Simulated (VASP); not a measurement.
# Dynamics of Tl (Thallium) at finite temperature

Aim: follow Tl (Thallium) in time and read averages from the run. The start is a cell from a database of measured crystal structures.

Main program and level: VASP 6.6.1; PBEsol; plane waves and PAW (Tl).

### 1. The structure

It takes space group P6_3/mmc (No. 194, hexagonal). Conventional cell: a = 3.456 Å, b = 3.456 Å, c = 5.525 Å, α = 90.00°, β = 90.00°, γ = 120.00°. Nearest to Tl lie 12 Tl at 3.41 to 3.46 Å.

Structure file:

```cif
data_structure
_symmetry_space_group_name_H-M 'P6_3/mmc'
_symmetry_Int_Tables_number 194
_cell_length_a 3.4560
_cell_length_b 3.4560
_cell_length_c 5.5250
_cell_angle_alpha 90.000
_cell_angle_beta 90.000
_cell_angle_gamma 120.000
_cell_volume 57.15
loop_
_atom_site_label
_atom_site_type_symbol
_atom_site_symmetry_multiplicity
_atom_site_Wyckoff_symbol
_atom_site_fract_x
_atom_site_fract_y
_atom_site_fract_z
_atom_site_occupancy
Tl1 Tl 2 c 0.66667 0.33333 0.75000 1
```

### 2. Relax the host

The later steps need the crystal at this functional's own lattice; a raised cutoff keeps the stress reliable while the cell changes.

The input, INCAR:

```
SYSTEM = Tl
PREC = Accurate
ENCUT = 350
EDIFF = 1E-06
NELM = 120
ISMEAR = 1
SIGMA = 0.15
LREAL = .FALSE.
ALGO = Normal
GGA = PS
NBANDS = 9
LORBIT = 11
LWAVE = .FALSE.
LCHARG = .FALSE.
KPAR = 4
LASPH = .TRUE.
IBRION = 2
NSW = 40
ISIF = 3
EDIFFG = -0.02
POTIM = 0.4
```

The input, POSCAR:

```
Tl
1.0
    3.4560000000      0.0000000000      0.0000000000
   -1.7280000000      2.9929837955      0.0000000000
    0.0000000000      0.0000000000      5.5250000000
Tl
2
Direct
    0.6666666667      0.3333333333      0.7500000000
    0.3333333333      0.6666666667      0.2500000000
```

The input, KPOINTS:

```
Automatic mesh
0
Gamma
11 11 6
0 0 0
```

Potentials, in the order of the species: Tl (PBE family, release 64).

Launch:

```bash
$ mpirun -np 4 vasp_std
```

Output:

```text
[banner, memory and clock lines left out]
running    4 mpi-ranks, on    1 nodes
 distrk:  each k-point on    1 cores,    4 groups
 distr:  one band on    1 cores,    1 groups

 POSCAR found type information on POSCAR Tl
 POSCAR found :  1 types and       2 ions
|                                                                             |
|               ----> ADVICE to this user running VASP <----                  |
|                                                                             |
|     You enforced a specific xc type in the INCAR file but a different       |
|     [... a line on the potential file left out ...]
|     I HOPE YOU KNOW WHAT YOU ARE DOING!                                     |
|                                                                             |

 LDA part: xc-table for (Slater+PW92), standard interpolation
 POSCAR, INCAR and KPOINTS ok, starting setup
 FFT: planning ... GRIDC
 FFT: planning ... GRID_SOFT
 FFT: planning ... GRID
 WAVECAR not read
 entering main loop
       N       E                     dE             d eps       ncg     rms          rms(c)
DAV:   1     0.168252249123E+02    0.16825E+02   -0.14558E+03  1152   0.350E+02
DAV:   2    -0.438961009805E+01   -0.21215E+02   -0.20769E+02  1592   0.606E+01
DAV:   3    -0.532478816754E+01   -0.93518E+00   -0.93077E+00  1516   0.154E+01
DAV:   4    -0.533372303951E+01   -0.89349E-02   -0.89317E-02  1432   0.170E+00
DAV:   5    -0.533387083879E+01   -0.14780E-03   -0.14780E-03  1469   0.197E-01    0.598E-01
DAV:   6    -0.531274333171E+01    0.21128E-01   -0.47409E-03  1271   0.280E-01    0.362E-01
DAV:   7    -0.530007017765E+01    0.12673E-01   -0.12518E-02  1203   0.449E-01    0.328E-02
DAV:   8    -0.530022423972E+01   -0.15406E-03   -0.29541E-04  1469   0.972E-02    0.659E-03
DAV:   9    -0.530022002242E+01    0.42173E-05   -0.62244E-06  1374   0.133E-02    0.160E-03
DAV:  10    -0.530022452730E+01   -0.45049E-05   -0.17866E-06  1104   0.588E-03    0.799E-04
DAV:  11    -0.530022463007E+01   -0.10277E-06   -0.51682E-08   622   0.151E-03
   1 F= -.53002246E+01 E0= -.52992483E+01  d E =-.530022E+01
 curvature:   0.00 expect dE= 0.000E+00 dE for cont linesearch  0.000E+00
 trial: gam= 0.00000 g(F)=  0.250E-49 g(S)=  0.312E-03 ort = 0.000E+00 (trialstep = 0.100E+01)
 search vector abs. value=  0.312E-03
 bond charge predicted
       N       E                     dE             d eps       ncg     rms          rms(c)
DAV:   1    -0.530050506558E+01   -0.28054E-03   -0.32929E-03  1423   0.255E-01    0.265E-02
DAV:   2    -0.530047625002E+01    0.28816E-04   -0.60609E-05  1196   0.463E-02    0.161E-02
DAV:   3    -0.530045661725E+01    0.19633E-04   -0.36628E-05  1232   0.239E-02    0.146E-03
DAV:   4    -0.530045665416E+01   -0.36909E-07   -0.60697E-07   828   0.509E-03
   2 F= -.53004567E+01 E0= -.52995581E+01  d E =-.232024E-03
[...]
3 F= -.53005229E+01 E0= -.52996982E+01  d E =-.298242E-03
[...]
4 F= -.53006168E+01 E0= -.52999068E+01  d E =-.938901E-04
 trial-energy change:   -0.000094  1 .order   -0.000094   -0.000112   -0.000076
 step:   3.6110(harm=  3.6110)  dis= 0.00000  next Energy=    -5.300695 (dE=-0.172E-03)
 bond charge predicted
       N       E                     dE             d eps       ncg     rms          rms(c)
DAV:   1    -0.530072543464E+01   -0.10869E-03   -0.10680E-02  1322   0.542E-01    0.320E-02
DAV:   2    -0.530070553141E+01    0.19903E-04   -0.12065E-04  1214   0.654E-02    0.200E-02
DAV:   3    -0.530068499901E+01    0.20532E-04   -0.26208E-05  1267   0.202E-02    0.110E-03
DAV:   4    -0.530068506754E+01   -0.68532E-07   -0.10441E-06  1009   0.536E-03
   5 F= -.53006851E+01 E0= -.53002161E+01  d E =-.162195E-03
 curvature:  -2.38 expect dE=-0.632E-05 dE for cont linesearch -0.197E-05
 trial: gam= 0.03972 g(F)=  0.725E-49 g(S)=  0.265E-05 ort =-0.102E-04 (trialstep = 0.166E+01)
 search vector abs. value=  0.204E-05
 reached required accuracy - stopping structural energy minimisation
```

The job ended after 9.4 s (4 MPI ranks of Intel Xeon Platinum 8559C (Emerald Rapids), shared host; peak memory 0.63 GiB; 34 s of CPU time).

Lines that name or quote the potential files are left out of all logs, and their timing lines are given in words.

Parts of OUTCAR (step 2):

```text
ion  position               nearest neighbor table
   1  0.667  0.333  0.750-   2 3.41   2 3.41   2 3.41   2 3.41   2 3.41   2 3.41
   2  0.333  0.667  0.250-   1 3.41   1 3.41   1 3.41   1 3.41   1 3.41   1 3.41

  LATTYP: Found a hexagonal cell.
 ALAT       =     3.4560000000
 C/A-ratio  =     1.5986689815

 Subroutine GETGRP returns: Found 24 space group operations
 (whereof 12 operations were pure point group operations)

The static configuration has the point symmetry D_3d.
 The point group associated with its full space group is D_6h.

 Found     64 irreducible k-points:

   k-points           NKPTS =     64   k-points in BZ     NKDIM =     64   number of bands    NBANDS=      9

   dimension x,y,z NGX =    24 NGY =   24 NGZ =   36
   dimension x,y,z NGXF=    48 NGYF=   48 NGZF=   72

   ENCUT  =  350.0 eV  25.72 Ry    5.07 a.u.   5.27  5.27  8.43*2*pi/ulx,y,z

   NELECT =       6.0000    total number of electrons

 k-points in reciprocal lattice and weights: Automatic mesh
   0.00000000  0.00000000  0.00000000       0.001
   0.09090909  0.00000000  0.00000000       0.008
   0.18181818  0.00000000  0.00000000       0.008
   0.27272727  0.00000000  0.00000000       0.008
   0.36363636  0.00000000  0.00000000       0.008
   0.45454545  0.00000000  0.00000000       0.008
   0.09090909  0.09090909  0.00000000       0.008
   0.18181818  0.09090909  0.00000000       0.017
   0.27272727  0.09090909  0.00000000       0.017
[...]
0.27272727  0.27272727  0.50000000       0.008
   0.36363636  0.27272727  0.50000000       0.008

 average (electrostatic) potential at core
       1 -40.5394       2 -40.5394

 E-fermi :   4.4212

 k-point     1 :       0.0000    0.0000    0.0000
  band No.  band energies     occupation
      1      -5.6443      2.00000
      2      -0.8832      2.00000
      3       1.4950      2.00000
      4      12.4491      0.00000
      5      12.4491      0.00000
      6      13.7580      0.00000
      7      13.7580      0.00000
      8      13.9692      0.00000
    ...

 k-point     2 :       0.0909    0.0000    0.0000
  band No.  band energies     occupation
      1      -5.4882      2.00000
      2      -0.7635      2.00000
      3       1.6965      2.00000
      4      10.7372      0.00000
      5      11.7219      0.00000
      6      12.8923      0.00000
      7      14.4320      0.00000
      8      14.5903      0.00000
    ...

 k-point     3 :       0.1818    0.0000    0.0000
  band No.  band energies     occupation
      1      -5.0169      2.00000
      2      -0.4061      2.00000
      3       2.2858      2.00000
      4       8.2205      0.00000
      5      10.6293      0.00000
      6      11.5663      0.00000
      7      12.9969      0.00000
      8      13.2237      0.00000
    ...

  Total        0.0082938      0.0082938     -0.0000496      0.0000000     -0.0000000      0.0000000
  in kB        0.2340696      0.2340696     -0.0014007      0.0000000     -0.0000000      0.0000000
  external PRESSURE =       0.1555795 kB  Pullay stress =       0.0000000 kB

  energy-cutoff  :      350.00
  volume of cell :       56.77
      direct lattice vectors                 reciprocal lattice vectors
     3.437151290  0.000000000 -0.000000000     0.290938605  0.167973482  0.000000000
    -1.718575645  2.976660334  0.000000000     0.000000000  0.335946963  0.000000000
     0.000000000 -0.000000000  5.548710906     0.000000000 -0.000000000  0.180222040

 POSITION                                       TOTAL-FORCE (eV/Angst)
 -----------------------------------------------------------------------------------
      1.71858      0.99222      4.16153        -0.000000     -0.000000      0.000000
     -0.00000      1.98444      1.38718         0.000000      0.000000      0.000000
 -----------------------------------------------------------------------------------
    total drift:                               -0.000000      0.000000     -0.000000

  FREE ENERGIE OF THE ION-ELECTRON SYSTEM (eV)
  ---------------------------------------------------
  free  energy   TOTEN  =        -5.3006850675 eV

  energy  without entropy=       -5.2992782116  energy(sigma->0) =       -5.30021612

 reached required accuracy - stopping structural energy minimisation

 total charge
# of ion       s       p       d       tot
------------------------------------------
    1        1.630   0.704   0.074   2.409
    2        1.630   0.704   0.074   2.409
--------------------------------------------------
tot          3.261   1.409   0.148   4.817

[... 3 further parts left out ...]
```

CONTCAR:

```
Tl
   1.00000000000000
     3.4371512900835492    0.0000000000000000   -0.0000000000000000
    -1.7185756450417746    2.9766603338834470    0.0000000000000000
     0.0000000000000000   -0.0000000000000000    5.5487109063688891
  Tl
     2
Direct
     0.6666666667000030    0.3333333332999970    0.7500000000000000
     0.3333333332999970    0.6666666667000030    0.2500000000000000
```

The k-mesh is coarse for a metal. The PAW data sets were made with PBE, which is usual practice but a small mismatch for other functionals. The data set Tl keeps the semicore shell frozen, which is cheaper and a little less accurate. The run keeps the 24 symmetry operations of its start, so it cannot find a distortion of lower symmetry.

Relaxation path:

| step | energy less that of the first step (eV) | largest force (eV/Å) | pressure (GPa) | volume (Å³) |
| --- | --- | --- | --- | --- |
| 1 | 0.0000 | 0.0000 | -0.18 | 57.15 |
| 2 | -0.0002 | 0.0000 | -0.05 | 56.94 |
| 3 | -0.0003 | 0.0000 | 0.06 | 56.76 |
| 4 | -0.0004 | 0.0000 | 0.04 | 56.76 |
| 5 | -0.0005 | 0.0000 | 0.02 | 56.77 |

| conventional cell, symmetrised | before | after | change |
| --- | --- | --- | --- |
| a (Å) | 3.456 | 3.437 | -0.5 % |
| b (Å) | 3.456 | 3.437 | -0.5 % |
| c (Å) | 5.525 | 5.549 | +0.4 % |
| volume (Å³/atom) | 28.57 | 28.39 | -0.7 % |

The relaxed structure:

```
Tl
1.0
     3.43715    0.00000    0.00000
    -1.71858    2.97666    0.00000
     0.00000    0.00000    5.54871
Tl
2
Direct
  0.66667 0.33333 0.75000
  0.33333 0.66667 0.25000
```

This step gave:

```
electronic cycles                               : 27
electrons                                       : 6
free energy (TOTEN)                             : -5.301 eV
energy at zero smearing                         : -5.300 eV
Fermi energy                                    : 4.421 eV
labelled metallic, from the levels on this mesh : yes
```

The run ended after 5 ionic steps, 0.000 eV below its first step, once forces and stress met EDIFFG = -0.02.

(Continued in part 2 of 3.)

[Lines on the potential files, build, host, timing and source positions are cut from VASP's logs without a mark.]

[Logs are printed without paths, hosts, clocks, repeated set-up lines and the standing remarks that a program may print on its own settings, such as how far it seeks lower states.]

[Hosts, paths, dates, database ids (printed as entryN), source tags and the programs' standing remarks are cut or masked in the printed files.]

[Runs that stopped without an error message from VASP are left out.]
